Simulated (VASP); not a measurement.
Input:

```yaml
crystal:
  lattice:
    - [-2.29000, 2.29000, 2.29000]
    - [2.29000, -2.29000, 2.29000]
    - [2.29000, 2.29000, -2.29000]
  atoms:
    - { symbol: Eu, position: [0.00000, 0.00000, 0.00000] }
```

Level of theory: PBE GGA, VASP's PBE PAW potentials (set 64) (plane waves; VASP 6.6.1). Numerical set-up: 400 eV cut-off, 9×9×9 Γ-centred mesh, first-order Methfessel-Paxton smearing of 0.10 eV, potentials Eu_2.

The 4f electrons are frozen in the core of the lanthanide potential, so 4f levels, which can set the real gap, and their magnetism are missing.

Question: What does the run give for the energy per atom (σ→0), pressure, band gap (on the k-mesh) with the smallest direct gap where there is one?

Answer: 
The band gap (on the k-mesh) comes out as none (metal, semimetal or under 0.01 eV) and the energy per atom (σ→0) comes out as -1.845 eV/atom. The pressure is -1.00 GPa.

The absolute energy has meaning only against runs of the same code, potentials and settings.

The compound is Eu in the bcc structure. The cell was not relaxed at this level.
